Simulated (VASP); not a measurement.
## Lanthanum: does spin-orbit coupling change the cell?

Aim: relax Lanthanum with and without spin-orbit coupling. The starting structure is a measured crystal structure from the Crystallography Open Database. The first relaxation on each setting starts from this cell expanded by 3 % in volume.

Main program and level: VASP 6.6.1; Kohn-Sham DFT with plane waves and PAW; PBEsol and PBEsol + spin-orbit coupling.

### Step 1. Starting point

It takes space group P6_3/mmc (No. 194, hexagonal). The conventional cell has a = 3.770 Å, b = 3.770 Å, c = 12.159 Å, α = 90.00°, β = 90.00°, γ = 120.00°. Nearest to La lie 12 La at 3.74 to 3.77 Å. Nearest to La lie 12 La at 3.74 to 3.77 Å.

### Step 2. Relaxation without spin-orbit coupling

This run starts from the cell of an earlier relaxation, which isn't shown; the restart sets up the plane waves anew.

INCAR

```
SYSTEM = La
PREC = Accurate
ENCUT = 450
EDIFF = 1E-06
NELM = 100
ISMEAR = 1
SIGMA = 0.15
LREAL = .FALSE.
ALGO = Normal
GGA = PS
NBANDS = 28
LASPH = .TRUE.
LORBIT = 11
LWAVE = .FALSE.
LCHARG = .FALSE.
KPAR = 8
IBRION = 2
NSW = 50
ISIF = 3
EDIFFG = -0.006
```

POSCAR

```
La
1.0
    3.6513387052      0.0000000000      0.0000000000
   -1.8256693526      3.1621520765      0.0000000000
    0.0000000000      0.0000000000     11.7257662754
La
4
Direct
    0.6666666667      0.3333333333      0.2500000000
    0.3333333333      0.6666666667      0.7500000000
    0.0000000000      0.0000000000      0.5000000000
    0.0000000000      0.0000000000      0.0000000000
```

KPOINTS

```
Automatic mesh
0
Gamma
9 9 4
0 0 0
```

PAW data sets: La (PBE family, release 64).

Launch:

```console
> mpirun -np 8 vasp_std
```

The log of the run:

```text
[banner, memory and clock lines left out]
running    8 mpi-ranks, on    1 nodes
 distrk:  each k-point on    1 cores,    8 groups
 distr:  one band on    1 cores,    1 groups

 POSCAR found type information on POSCAR La
 POSCAR found :  1 types and       4 ions
|                                                                             |
|           W    W    AA    RRRRR   N    N  II  N    N   GGGG   !!!           |
|           W    W   A  A   R    R  NN   N  II  NN   N  G    G  !!!           |
|           W    W  A    A  R    R  N N  N  II  N N  N  G       !!!           |
|           W WW W  AAAAAA  RRRRR   N  N N  II  N  N N  G  GGG   !            |
|           WW  WW  A    A  R   R   N   NN  II  N   NN  G    G                |
|           W    W  A    A  R    R  N    N  II  N    N   GGGG   !!!           |
|                                                                             |
|     For optimal performance we recommend to set                             |
|       NCORE = 2 up to number-of-cores-per-socket                            |
|     NCORE specifies how many cores store one orbital (NPAR=cpu/NCORE).      |
|     This setting can greatly improve the performance of VASP for DFT.       |
|     The default, NCORE=1 might be grossly inefficient on modern             |
|     multi-core architectures or massively parallel machines. Do your        |
|     Unfortunately you need to use the default for GW and RPA                |
|     calculations (for HF NCORE is supported but not extensively tested      |
|     yet).                                                                   |
|                                                                             |

|                                                                             |
|               ----> ADVICE to this user running VASP <----                  |
|                                                                             |
|     You enforced a specific xc type in the INCAR file but a different       |
|     [... a line on the potential file left out ...]
|     I HOPE YOU KNOW WHAT YOU ARE DOING!                                     |
|                                                                             |

 LDA part: xc-table for (Slater+PW92), standard interpolation
 POSCAR, INCAR and KPOINTS ok, starting setup
 FFT: planning ... GRIDC
 FFT: planning ... GRID_SOFT
 FFT: planning ... GRID
 WAVECAR not read
 entering main loop
       N       E                     dE             d eps       ncg     rms          rms(c)
DAV:   1     0.545965700170E+03    0.54597E+03   -0.13450E+04  2024   0.192E+03
DAV:   2     0.104377020070E+03   -0.44159E+03   -0.43419E+03  2920   0.423E+02
DAV:   3    -0.595462069641E+01   -0.11033E+03   -0.10871E+03  3564   0.252E+02
DAV:   4    -0.191736181465E+02   -0.13219E+02   -0.12845E+02  3744   0.878E+01
DAV:   5    -0.212053513904E+02   -0.20317E+01   -0.19614E+01  3984   0.327E+01    0.534E+00
DAV:   6    -0.213897116160E+02   -0.18436E+00   -0.29021E+00  3864   0.128E+01    0.257E+00
DAV:   7    -0.213802851477E+02    0.94265E-02   -0.40017E-01  3984   0.473E+00    0.735E-01
DAV:   8    -0.213816218175E+02   -0.13367E-02   -0.53280E-02  3944   0.156E+00    0.274E-01
DAV:   9    -0.213824520654E+02   -0.83025E-03   -0.81296E-03  3792   0.591E-01    0.171E-01
DAV:  10    -0.213828352306E+02   -0.38317E-03   -0.17991E-03  3720   0.272E-01    0.882E-02
DAV:  11    -0.213830151474E+02   -0.17992E-03   -0.85668E-04  3760   0.176E-01    0.226E-02
DAV:  12    -0.213830234855E+02   -0.83381E-05   -0.97659E-05  3392   0.676E-02    0.124E-02
DAV:  13    -0.213830281561E+02   -0.46706E-05   -0.37999E-05  3512   0.445E-02    0.193E-03
DAV:  14    -0.213830278735E+02    0.28259E-06   -0.34957E-06  2512   0.176E-02
   1 F= -.21383028E+02 E0= -.21384215E+02  d E =-.213830E+02
 curvature:   0.00 expect dE= 0.000E+00 dE for cont linesearch  0.000E+00
 trial: gam= 0.00000 g(F)=  0.253E-47 g(S)=  0.348E-05 ort = 0.000E+00 (trialstep = 0.100E+01)
 search vector abs. value=  0.348E-05
 reached required accuracy - stopping structural energy minimisation
```

Run time: 21 s. Hardware: 8 MPI ranks of Intel Xeon 6975P-C (Granite Rapids), shared host; peak memory 2.6 GiB.

Lines that name or quote the potential files are left out of all logs, and their timing lines are given in words.

From OUTCAR (step 2):

```text
ion  position               nearest neighbor table
   1  0.667  0.333  0.250-   3 3.61   4 3.61   3 3.61   4 3.61   3 3.61   4 3.61
   2  0.333  0.667  0.750-   3 3.61   4 3.61   3 3.61   4 3.61   3 3.61   4 3.61
   3  0.000  0.000  0.500-   1 3.61   2 3.61   2 3.61   1 3.61   1 3.61   2 3.61
   4  0.000  0.000  0.000-   1 3.61   2 3.61   2 3.61   1 3.61   1 3.61   2 3.61

  LATTYP: Found a hexagonal cell.
 ALAT       =     3.6513387052
 C/A-ratio  =     3.2113608794

 Subroutine GETGRP returns: Found 24 space group operations
 (whereof 12 operations were pure point group operations)

The static configuration has the point symmetry D_3d.
 The point group associated with its full space group is D_6h.

 Found     36 irreducible k-points:

   k-points           NKPTS =     36   k-points in BZ     NKDIM =     36   number of bands    NBANDS=     28

   dimension x,y,z NGX =    28 NGY =   28 NGZ =   84
   dimension x,y,z NGXF=    56 NGYF=   56 NGZF=  168

   ENCUT  =  450.0 eV  33.07 Ry    5.75 a.u.   6.32  6.32 20.28*2*pi/ulx,y,z

   NELECT =      44.0000    total number of electrons

 k-points in reciprocal lattice and weights: Automatic mesh
   0.00000000  0.00000000  0.00000000       0.003
   0.11111111 -0.00000000  0.00000000       0.019
   0.22222222 -0.00000000  0.00000000       0.019
   0.33333333  0.00000000  0.00000000       0.019
   0.44444444 -0.00000000  0.00000000       0.019
   0.11111111  0.11111111  0.00000000       0.019
   0.22222222  0.11111111  0.00000000       0.037
   0.33333333  0.11111111  0.00000000       0.037
   0.44444444  0.11111111  0.00000000       0.019
[...]
0.33333333  0.22222222  0.50000000       0.037
   0.33333333  0.33333333  0.50000000       0.006

 average (electrostatic) potential at core
       1 -95.2264       2 -95.2264       3 -95.2204       4 -95.2204

 E-fermi :   8.6858

 k-point     1 :       0.0000    0.0000    0.0000
  band No.  band energies     occupation
    ...
     16      -6.7785      2.00000
     17       5.4877      2.00000
     18       6.7605      2.00000
     19       6.8572      2.00000
     20       6.8573      2.00000
     21       9.2505     -0.00000
     22       9.4014     -0.00000
     23       9.9254     -0.00000
     24       9.9357     -0.00000
     25       9.9981     -0.00000
    ...

 k-point     2 :       0.1111   -0.0000    0.0000
  band No.  band energies     occupation
    ...
     16      -6.8074      2.00000
     17       5.8528      2.00000
     18       7.0875      2.00000
     19       7.1955      2.00000
     20       7.1969      2.00000
     21       8.7862      0.10264
     22       9.0862     -0.00105
     23       9.2580     -0.00000
     24       9.3195     -0.00000
     25       9.5050     -0.00000
    ...

 k-point     3 :       0.2222   -0.0000    0.0000
  band No.  band energies     occupation
    ...
     18       7.3736      2.00000
     19       7.5556      2.00000
     20       7.8811      2.00000
     21       8.2798      2.00088
     22       8.4995      2.07083
     23       8.8638     -0.07044
     24       8.9107     -0.05533
     25       9.4032     -0.00000
     26       9.6179     -0.00000
     27      10.1255     -0.00000
    ...

  Total       -0.0105445     -0.0105445     -0.0081468      0.0000000      0.0000000      0.0000000
  in kB       -0.1247846     -0.1247846     -0.0964104      0.0000000      0.0000000      0.0000000
  external PRESSURE =      -0.1153265 kB  Pullay stress =       0.0000000 kB

  energy-cutoff  :      450.00
  volume of cell :      135.39
      direct lattice vectors                 reciprocal lattice vectors
     3.651338705  0.000000000  0.000000000     0.273872155  0.158120162  0.000000000
    -1.825669353  3.162152076  0.000000000     0.000000000  0.316240325  0.000000000
     0.000000000  0.000000000 11.725766275     0.000000000  0.000000000  0.085282273

 POSITION                                       TOTAL-FORCE (eV/Angst)
 -----------------------------------------------------------------------------------
      1.82567      1.05405      2.93144        -0.000000     -0.000000      0.000000
     -0.00000      2.10810      8.79432         0.000000      0.000000     -0.000000
      0.00000      0.00000      5.86288         0.000000     -0.000000      0.000000
      0.00000      0.00000      0.00000         0.000000     -0.000000      0.000000
 -----------------------------------------------------------------------------------
    total drift:                               -0.000000      0.000000      0.000000

  FREE ENERGIE OF THE ION-ELECTRON SYSTEM (eV)
  ---------------------------------------------------
  free  energy   TOTEN  =       -21.3830278735 eV

  energy  without entropy=      -21.3865904131  energy(sigma->0) =      -21.38421539

 reached required accuracy - stopping structural energy minimisation

 total charge
# of ion       s       p       d       f       tot
--------------------------------------------------
    1        2.102   5.524   0.958   0.095   8.678
    2        2.102   5.524   0.958   0.095   8.678
    3        2.100   5.516   0.964   0.104   8.684
    4        2.100   5.516   0.964   0.104   8.684
--------------------------------------------------
tot          8.403  22.079   3.844   0.398  34.725

[... 3 further parts left out ...]
```

CONTCAR:

```
La
   1.00000000000000
     3.6513387052000001    0.0000000000000000    0.0000000000000000
    -1.8256693526000001    3.1621520765000000    0.0000000000000000
     0.0000000000000000    0.0000000000000000   11.7257662753999998
  La
     4
Direct
     0.6666666667000030    0.3333333332999970    0.2500000000000000
     0.3333333332999970    0.6666666667000030    0.7500000000000000
     0.0000000000000000    0.0000000000000000    0.5000000000000000
     0.0000000000000000    0.0000000000000000    0.0000000000000000
```

The run shows no gap at this level; if that holds and bands cross the Fermi level widely, this k-mesh is coarse for it. The PAW data sets were made with PBE, which is usual practice but a small mismatch for other functionals. The run keeps the 24 symmetry operations of its start, so it cannot find a distortion of lower symmetry.

Without spin-orbit coupling the relaxed cell holds 33.847 Å³ an atom, with a = 3.651 Å and c = 11.726 Å.

### Step 3. Relaxation with spin-orbit coupling

Against step 2 the input has LNONCOLLINEAR = .TRUE., MAGMOM = 0 0 0 0 0 0 0 0 0 0 0 0, GGA_COMPAT = .FALSE. and LSORBIT = .TRUE. (also changed: NBANDS and LMAXMIX). This run starts from the cell of an earlier relaxation, which isn't shown; the restart sets up the plane waves anew.

INCAR, as its differences from that of step 2:

```diff
@@ -10,4 +10,9 @@
 GGA = PS
-NBANDS = 28
+LNONCOLLINEAR = .TRUE.
+MAGMOM = 0 0 0 0 0 0 0 0 0 0 0 0
+NBANDS = 56
+GGA_COMPAT = .FALSE.
 LASPH = .TRUE.
+LSORBIT = .TRUE.
+LMAXMIX = 6
 LORBIT = 11
```

POSCAR

```
La
1.0
    3.6475857560      0.0000000000      0.0000000000
   -1.8237928780      3.1589019272      0.0000000000
    0.0000000000      0.0000000000     11.7149614889
La
4
Direct
    0.6666666667      0.3333333333      0.2500000000
    0.3333333333      0.6666666667      0.7500000000
    0.0000000000      0.0000000000      0.5000000000
    0.0000000000      0.0000000000      0.0000000000
```

KPOINTS is that of step 2.

Launch:

```console
> mpirun -np 8 vasp_ncl
```

The log of the run:

```text
[banner, memory and clock lines left out]
running    8 mpi-ranks, on    1 nodes
[...]
[... a notice as in an earlier step ...]

 [... a notice as in an earlier step ...]

 LDA part: xc-table for (Slater+PW92), standard interpolation
 POSCAR, INCAR and KPOINTS ok, starting setup
[...]
entering main loop
       N       E                     dE             d eps       ncg     rms          rms(c)
DAV:   1     0.606118649510E+03    0.60612E+03   -0.12834E+04  4064   0.194E+03
DAV:   2     0.152885951992E+03   -0.45323E+03   -0.43861E+03  5824   0.454E+02
DAV:   3     0.331673007195E+01   -0.14957E+03   -0.14670E+03  6936   0.308E+02
DAV:   4    -0.181531593142E+02   -0.21470E+02   -0.20916E+02  7336   0.131E+02
[...]
DAV:  15    -0.225882587557E+02   -0.14531E-04   -0.15759E-04  7408   0.126E-01    0.131E-02
DAV:  16    -0.225882617270E+02   -0.29714E-05   -0.37402E-05  6920   0.597E-02    0.252E-03
DAV:  17    -0.225882621467E+02   -0.41969E-06   -0.73781E-06  4600   0.286E-02
   1 F= -.22588262E+02 E0= -.22589380E+02  d E =-.225883E+02  mag=    -0.0000    -0.0000     0.0000
[...]
reached required accuracy - stopping structural energy minimisation
```

The job ended after 2 min (8 MPI ranks; peak memory 5.7 GiB).

From OUTCAR (step 3):

```text
  Total        0.0227023      0.0227023      0.0026776      0.0000000     -0.0000000      0.0000000
  in kB        0.2694624      0.2694624      0.0317817      0.0000000     -0.0000000      0.0000000
  external PRESSURE =       0.1902355 kB  Pullay stress =       0.0000000 kB

 POSITION                                       TOTAL-FORCE (eV/Angst)
 -----------------------------------------------------------------------------------
      1.82379      1.05297      2.92874        -0.000000     -0.000000      0.000000
     -0.00000      2.10593      8.78622         0.000000     -0.000000      0.000000
      0.00000      0.00000      5.85748        -0.000000      0.000000     -0.000000
      0.00000      0.00000      0.00000         0.000000      0.000000     -0.000000
 -----------------------------------------------------------------------------------
    total drift:                               -0.000000      0.000000     -0.000000

  FREE ENERGIE OF THE ION-ELECTRON SYSTEM (eV)
  ---------------------------------------------------
  free  energy   TOTEN  =       -22.5882621467 eV

  energy  without entropy=      -22.5916147920  energy(sigma->0) =      -22.58937970

 magnetization (x)
# of ion       s       p       d       f       tot
--------------------------------------------------
    1        0.000  -0.000   0.000   0.000  -0.000
    2        0.000  -0.000   0.000   0.000  -0.000
    3        0.000   0.000   0.000  -0.000  -0.000
    4       -0.000   0.000   0.000   0.000  -0.000
--------------------------------------------------
tot          0.000  -0.000   0.000   0.000  -0.000

 magnetization (y)
# of ion       s       p       d       f       tot
--------------------------------------------------
    1        0.000   0.000   0.000  -0.000   0.000
    2        0.000   0.000   0.000  -0.000   0.000
    3        0.000   0.000   0.000   0.000   0.000
    4       -0.000   0.000  -0.000   0.000  -0.000
--------------------------------------------------
tot         -0.000   0.000   0.000  -0.000   0.000

 magnetization (z)
# of ion       s       p       d       f       tot
--------------------------------------------------
    1        0.000   0.000   0.000   0.000   0.000
    2        0.000   0.000   0.000   0.000   0.000
    3        0.000   0.000  -0.000   0.000   0.000
    4       -0.000   0.000   0.000   0.000  -0.000
--------------------------------------------------
tot         -0.000   0.000  -0.000   0.000  -0.000

[... 1 part as in an earlier step ...]

[... 3 further parts left out ...]
[key lines of the parts left out:]
E-fermi :   8.7095
```

With spin-orbit coupling the relaxed cell holds 33.746 Å³ an atom, with a = 3.648 Å and c = 11.715 Å.

### Step 4. Comparison

| run | volume (Å³/atom) | a (Å) | c (Å) | pressure left (GPa) | core minutes |
| --- | --- | --- | --- | --- | --- |
| without spin-orbit coupling | 33.847 | 3.6513 | 11.7258 | -0.012 | 13.3 |
| with spin-orbit coupling | 33.746 | 3.6476 | 11.715 | 0.019 | 71.2 |

Core minutes are wall time times ranks, summed over the relaxations behind a row (those for a bulk modulus apart), on shared hosts.

### Step 5. Outcome

```yaml
volume_without_spin_orbit_coupling: 33.847 Å³/atom
volume_with_spin_orbit_coupling: 33.746 Å³/atom
```

The run with spin-orbit coupling gives a volume -0.30 % from the one without (a -0.10 % and c -0.09 %). The relaxations stop with -0.012 and 0.019 GPa left; at a bulk modulus of 50 GPa, to name a scale, that difference alone shifts the volume by 0.06 %. The k mesh isn't tested here. GGA_COMPAT also differs between the two, which alone can make a change this small. Further runs on this material are not shown.

[Lines on the potential files, build, host, timing and source positions are cut from VASP's logs without a mark.]

[Logs are printed without paths, hosts, clocks, repeated set-up lines and the standing remarks that a program may print on its own settings, such as how far it seeks lower states.]

[Hosts, paths, dates, database ids (printed as entryN), source tags and the programs' standing remarks are cut or masked in the printed files.]
